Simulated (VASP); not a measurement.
Output of a VASP run:

OSZICAR:
```
       N       E                     dE             d eps       ncg     rms          rms(c)
DAV:   1     0.687791734364E+01    0.68779E+01   -0.34195E+03  1152   0.770E+02
DAV:   2    -0.110749658161E+02   -0.17953E+02   -0.17692E+02  1760   0.860E+01
DAV:   3    -0.112761174126E+02   -0.20115E+00   -0.20113E+00  1408   0.115E+01
DAV:   4    -0.112770934627E+02   -0.97605E-03   -0.97606E-03  1896   0.873E-01
DAV:   5    -0.112770944749E+02   -0.10122E-05   -0.10121E-05  1520   0.174E-02    0.647E+00
DAV:   6    -0.110078125792E+02    0.26928E+00   -0.19981E-01  1232   0.234E+00    0.395E+00
DAV:   7    -0.108998440919E+02    0.10797E+00   -0.30341E-01  1424   0.297E+00    0.456E-01
DAV:   8    -0.108999527523E+02   -0.10866E-03   -0.77242E-03  1328   0.681E-01    0.949E-02
DAV:   9    -0.108999757641E+02   -0.23012E-04   -0.16863E-04  1880   0.995E-02    0.686E-02
DAV:  10    -0.108999781184E+02   -0.23543E-05   -0.28158E-05  1336   0.339E-02    0.264E-02
DAV:  11    -0.108999779457E+02    0.17273E-06   -0.40193E-07  1104   0.575E-03
   1 F= -.47959650E+01 E0= -.47960015E+01  d E =-.479597E+01
```

**OUTCAR**
```
------------------------ aborting loop because EDIFF is reached ----------------------------------------
  FORCE on cell =-STRESS in cart. coord.  units (eV):
  Direction    XX          YY          ZZ          XY          YZ          ZX
  --------------------------------------------------------------------------------------
  Total        6.1023663      6.1023663      6.1023663      0.0000000      0.0000000      0.0000000
  in kB      299.9190734    299.9190734    299.9190734      0.0000000      0.0000000      0.0000000
  external PRESSURE =      -0.0809266 kB  Pullay stress =     300.0000000 kB
  volume of cell :       32.60
      direct lattice vectors                 reciprocal lattice vectors
     0.000000000  2.535468733  2.535468733    -0.197202195  0.197202195  0.197202195
     2.535468733  0.000000000  2.535468733     0.197202195 -0.197202195  0.197202195
     2.535468733  2.535468733  0.000000000     0.197202195  0.197202195 -0.197202195
 POSITION                                       TOTAL-FORCE (eV/Angst)
 -----------------------------------------------------------------------------------
      0.00000      0.00000      0.00000        -0.000000     -0.000000     -0.000000
      1.26773      1.26773      1.26773         0.000000      0.000000      0.000000
 -----------------------------------------------------------------------------------
    total drift:                                0.000000      0.000000     -0.000000
  FREE ENERGIE OF THE ION-ELECTRON SYSTEM (eV)
  ---------------------------------------------------
  free  energy   TOTEN  =       -10.8999779457 eV

  energy  without entropy=      -10.9000873053  energy(sigma->0) =      -10.90001440
  enthalpy is  TOTEN    =        -4.7959650069 eV   P V=        6.1040129388

 reached required accuracy - stopping structural energy minimisation
```
(Selected blocks of OUTCAR.)

File POSCAR:
```
Si
1
   -0.0000000000     2.5354687325     2.5354687325
    2.5354687325     0.0000000000     2.5354687325
    2.5354687325     2.5354687325     0.0000000000
Si
2
Direct
  1.0000000000   1.0000000000   1.0000000000
  0.2500000000   0.2500000000   0.2500000000
```

Q: Reconstruct the remaining input files.

A: One answer among several that fit: the input of the run itself, PBEsol GGA, plane waves, VASP's PBE PAW potentials (set 64).

### INCAR
```
SYSTEM=Si
PREC=Accurate; ENCUT=500; LREAL=.FALSE.
LASPH=.TRUE.
EDIFF=1E-6; NELM=100; ALGO=Normal
ISMEAR=1; SIGMA=0.1
GGA=PS
IBRION=2; NSW=40; ISIF=3
EDIFFG=-0.02; PSTRESS=300
LWAVE=.FALSE.; LCHARG=.FALSE.
```

File KPOINTS:
```
kpoints
0
G
12 12 12
0 0 0
```

POTCAR, in this order: Si (PBE.64 set). Program: vasp_std.

The compound is Si in the diamond structure. It was relaxed first under an external pressure of 30 GPa.
